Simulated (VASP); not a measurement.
Crystal: CdS.

```
Cd S
1.0
     0.00000    2.91650    2.91650
     2.91650    0.00000    2.91650
     2.91650    2.91650    0.00000
Cd S
1 1
Cartesian
  0.0000 0.0000 0.0000
  1.4583 1.4583 1.4583
```

```yaml
Program: VASP 6.6.1
Task: relaxation of cell and atoms
Functional: PBE
Potentials_or_basis: VASP PAW PBE potentials, release 64 (Cd, S)
Cutoff: 520 eV
k_mesh: 10 × 10 × 10
Occupations: gaussian, width 0.02 eV
Spin: no spin polarisation
```

At the start: pressure 3.2 GPa; volume 24.81 Å³/atom.

Task: Where does the relaxation end?

Result: Over 3 steps the energy falls by 12.9 meV/atom and the volume is 26.16 Å³/atom (+5.4 %); space group F-43m (No. 216, to 0.05 Å).

Step by step:
| step | energy change (eV) | largest force (eV/Å) | pressure (GPa) | volume (Å³) |
| --- | --- | --- | --- | --- |
| 1 | 0.0000 | 0.0000 | 3.21 | 49.62 |
| 2 | -0.0230 | 0.0000 | -0.93 | 53.27 |
| 3 | -0.0258 | 0.0000 | 0.01 | 52.31 |

Final structure:
```cif
data_structure
_symmetry_space_group_name_H-M 'P 1'
_symmetry_Int_Tables_number 1
_cell_length_a 4.1980
_cell_length_b 4.1980
_cell_length_c 4.1980
_cell_angle_alpha 60.000
_cell_angle_beta 60.000
_cell_angle_gamma 60.000
_cell_volume 52.31
loop_
_atom_site_label
_atom_site_type_symbol
_atom_site_fract_x
_atom_site_fract_y
_atom_site_fract_z
_atom_site_occupancy
Cd1 Cd 0.00000 0.00000 0.00000 1
S1 S 0.25000 0.25000 0.25000 1
```
